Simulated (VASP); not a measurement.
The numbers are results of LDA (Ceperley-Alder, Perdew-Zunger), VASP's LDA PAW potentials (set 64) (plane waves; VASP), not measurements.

VASP ran on this input.

**POSCAR**
```
AuZn
1
    3.1016150125     0.0000000000     0.0000000000
   -0.0000000000     3.1016150125     0.0000000000
    0.0000000000    -0.0000000000     3.1016150125
Zn Au
1 1
Direct
  0.5000000000   0.5000000000   0.5000000000
  0.0000000000   0.0000000000   0.0000000000
```

INCAR:
```
ALGO = Normal
EDIFF = 1E-6
EDIFFG = -0.02
ENCUT = 500
IBRION = 2
ISIF = 3
ISMEAR = 1
LASPH = .TRUE.
LCHARG = .FALSE.
LMAXMIX = 6
LREAL = .FALSE.
LWAVE = .FALSE.
NELM = 100
NSW = 40
PREC = Accurate
SIGMA = 0.1
SYSTEM = AuZn
```

**KPOINTS**
```
Automatic
0
G
 12 12 12
```

POTCAR, in this order: Zn Au (LDA.64 set). Program: vasp_std.

Output of the run:

OSZICAR:
```
       N       E                     dE             d eps       ncg     rms          rms(c)
DAV:   1     0.122886288256E+03    0.12289E+03   -0.11635E+04  2568   0.196E+03
DAV:   2    -0.328967725335E+01   -0.12618E+03   -0.12184E+03  2646   0.340E+02
DAV:   3    -0.729265661221E+01   -0.40030E+01   -0.39898E+01  2975   0.701E+01
DAV:   4    -0.731932554820E+01   -0.26669E-01   -0.26662E-01  2954   0.502E+00
DAV:   5    -0.731961275751E+01   -0.28721E-03   -0.28721E-03  3115   0.530E-01    0.986E+00
DAV:   6    -0.680861424824E+01    0.51100E+00   -0.17168E+00  2618   0.159E+01    0.601E+00
DAV:   7    -0.677260205134E+01    0.36012E-01   -0.40959E-02  3492   0.438E+00    0.309E+00
DAV:   8    -0.676128765577E+01    0.11314E-01   -0.97058E-03  2994   0.120E+00    0.128E-01
DAV:   9    -0.676130021071E+01   -0.12555E-04   -0.40391E-04  2917   0.275E-01    0.631E-02
DAV:  10    -0.676130001484E+01    0.19587E-06   -0.33543E-05  3156   0.957E-02    0.163E-02
DAV:  11    -0.676129919502E+01    0.81981E-06   -0.65147E-06  2730   0.624E-02
   1 F= -.67612992E+01 E0= -.67611675E+01  d E =-.676130E+01
       N       E                     dE             d eps       ncg     rms          rms(c)
DAV:   1    -0.676503133750E+01   -0.37313E-02   -0.55729E-02  2611   0.454E+00    0.404E-01
DAV:   2    -0.676154521575E+01    0.34861E-02   -0.11555E-02  2947   0.264E+00    0.144E-01
DAV:   3    -0.676131813773E+01    0.22708E-03   -0.49082E-04  2590   0.253E-01    0.936E-02
DAV:   4    -0.676125681345E+01    0.61324E-04   -0.31954E-05  3812   0.199E-01    0.416E-02
DAV:   5    -0.676123778256E+01    0.19031E-04   -0.13988E-05  3412   0.611E-02    0.334E-03
DAV:   6    -0.676123780699E+01   -0.24431E-07   -0.17137E-06  1544   0.184E-02
   2 F= -.67612378E+01 E0= -.67611015E+01  d E =0.613880E-04
       N       E                     dE             d eps       ncg     rms          rms(c)
DAV:   1    -0.676305194812E+01   -0.18142E-02   -0.25606E-02  2583   0.310E+00    0.272E-01
DAV:   2    -0.676146202943E+01    0.15899E-02   -0.52374E-03  2947   0.174E+00    0.988E-02
DAV:   3    -0.676135725024E+01    0.10478E-03   -0.21756E-04  2562   0.163E-01    0.643E-02
DAV:   4    -0.676132807043E+01    0.29180E-04   -0.15738E-05  3835   0.136E-01    0.263E-02
DAV:   5    -0.676132048845E+01    0.75820E-05   -0.59754E-06  3178   0.353E-02    0.220E-03
DAV:   6    -0.676132049416E+01   -0.57125E-08   -0.61305E-07  1323   0.111E-02
   3 F= -.67613205E+01 E0= -.67611874E+01  d E =-.212991E-04
```

### OUTCAR
```
------------------------ aborting loop because EDIFF is reached ----------------------------------------
  FORCE on cell =-STRESS in cart. coord.  units (eV):
  Direction    XX          YY          ZZ          XY          YZ          ZX
  --------------------------------------------------------------------------------------
  Total        0.0027790      0.0027790      0.0027790      0.0000000      0.0000000     -0.0000000
  in kB        0.1493965      0.1493965      0.1493965      0.0000000      0.0000000     -0.0000000
  external PRESSURE =       0.1493965 kB  Pullay stress =       0.0000000 kB
  volume of cell :       29.80
      direct lattice vectors                 reciprocal lattice vectors
     3.100422348  0.000000000  0.000000000     0.322536702 -0.000000000  0.000000000
     0.000000000  3.100422348  0.000000000    -0.000000000  0.322536702  0.000000000
    -0.000000000 -0.000000000  3.100422348    -0.000000000 -0.000000000  0.322536702
 POSITION                                       TOTAL-FORCE (eV/Angst)
 -----------------------------------------------------------------------------------
      1.55021      1.55021      1.55021         0.000000     -0.000000      0.000000
      0.00000      0.00000      0.00000        -0.000000      0.000000      0.000000
 -----------------------------------------------------------------------------------
    total drift:                                0.000000      0.000000     -0.000000
  FREE ENERGIE OF THE ION-ELECTRON SYSTEM (eV)
  ---------------------------------------------------
  free  energy   TOTEN  =        -6.7613204942 eV

  energy  without entropy=       -6.7609210628  energy(sigma->0) =       -6.76118735

 reached required accuracy - stopping structural energy minimisation
```
(Selected blocks of OUTCAR.)

CONTCAR:
```
AuZn
   1.00000000000000
     3.1004223482141553    0.0000000000000000    0.0000000000000000
     0.0000000000000000    3.1004223482141553    0.0000000000000000
    -0.0000000000000000   -0.0000000000000000    3.1004223482141553
  Zn              Au
     1     1
Direct
     0.5000000000000000    0.5000000000000000    0.5000000000000000
     0.0000000000000000    0.0000000000000000    0.0000000000000000
```

The compound is AuZn in the CsCl type structure. This run relaxes it. Symmetry was kept, so distortions that lower it aren't found. The electron count is odd and the run is not spin-polarised, which forces a metal.
